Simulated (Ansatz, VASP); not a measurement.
# Two plane-wave programs on Be3CdF2

File INCAR:

```
  PREC = Accurate
  ENCUT = 520
  EDIFF = 1E-6
  ISMEAR = 0
  SIGMA = 0.1
  LREAL = F
  LASPH = T
  NELM = 100
  ALGO = Normal
  ISIF = 2
  LWAVE = F
  LCHARG = F
  GGA = PE
  NBANDS = 25
```

KPOINTS

```
regular mesh
0
Gamma
  12 12 8
```

File POSCAR:

```
Be3CdF2
1.0
    4.2560073118      0.0000000000      0.0000000000
   -2.1280036559      3.6858104508      0.0000000000
    0.0000000000      0.0000000000      4.7826282565
Be Cd F
3 1 2
Direct
    0.5000000000      0.0000000000      0.5000000000
    0.5000000000      0.5000000000      0.5000000000
    0.0000000000      0.5000000000      0.5000000000
    0.0000000000      0.0000000000      0.0000000000
    0.3333333333      0.6666666667      0.0000000000
    0.6666666667      0.3333333333      0.0000000000
```

Input for Ansatz:

```yaml
crystal:
  lattice:
    - [4.2560073118, 0.0, 0.0]
    - [-2.1280036559, 3.6858104508, 0.0]
    - [0.0, 0.0, 4.7826282565]
  atoms:
    - { symbol: Be, position: [0.5, 0.0, 0.5] }
    - { symbol: Be, position: [0.5, 0.5, 0.5] }
    - { symbol: Be, position: [0.0, 0.5, 0.5] }
    - { symbol: Cd, position: [0.0, 0.0, 0.0] }
    - { symbol: F, position: [0.3333333333, 0.6666666667, 0.0] }
    - { symbol: F, position: [0.6666666667, 0.3333333333, 0.0] }
basis:
  ecutwfc: 420
kpoints:
  mp_grid: { grid: [12, 12, 8] }
  band_path:
    path:
      - [[0.0, 0.0, 0.0], [0.5, 0.0, 0.0], [0.33333333, 0.33333333, 0.0], [0.0, 0.0, 0.0], [0.0, 0.0, 0.5], [0.5, 0.0, 0.5], [0.33333333, 0.33333333, 0.5], [0.0, 0.0, 0.5]]
      - [[0.5, 0.0, 0.5], [0.5, 0.0, 0.0]]
      - [[0.33333333, 0.33333333, 0.5], [0.33333333, 0.33333333, 0.0]]
    npoints: 14
hamiltonian:
  xc: pbe
scf:
  occupations: { method: gaussian, width: 0.1 }
  n_extra_bands: 15
output:
  forces: true
  stress: true
  eigenvalues: true
  populations: true
  dos: { projected: true, de: 0.02, nscf_kmesh: { grid: [18, 18, 12] } }
  bader: true
  write_density: true
  write_potential: true
  elf: true
  volumetric_format: npy
```

The cell was built by a generator and needn't be a form met in nature.

Alike in both runs: task single point; functional PBE; k mesh 12 × 12 × 8; occupations gaussian, width 0.1 eV; no spin polarisation.

|  | VASP | Ansatz |
| --- | --- | --- |
| version | VASP 6.6.1 | Ansatz 0.2.0 |
| potentials or method | VASP PAW PBE potentials, release 64 (Be, Cd, F) | scalar-relativistic, plane waves, PAW |
| plane-wave cutoff (eV) | 520 | 420 |
| valence electrons in the cell | 32 | 40 |

```csv
,VASP,Ansatz,Ansatz less VASP
gap on the k mesh at the Fermi level (eV),none,none,-
pressure (GPa),0.2,0.0,-0.16
largest component of the traceless stress (GPa),0.28,0.02,-0.261
```

A gap of «none» marks a metal or a gap that the smearing closes. The two sets of potentials don't hold the same shells in valence.
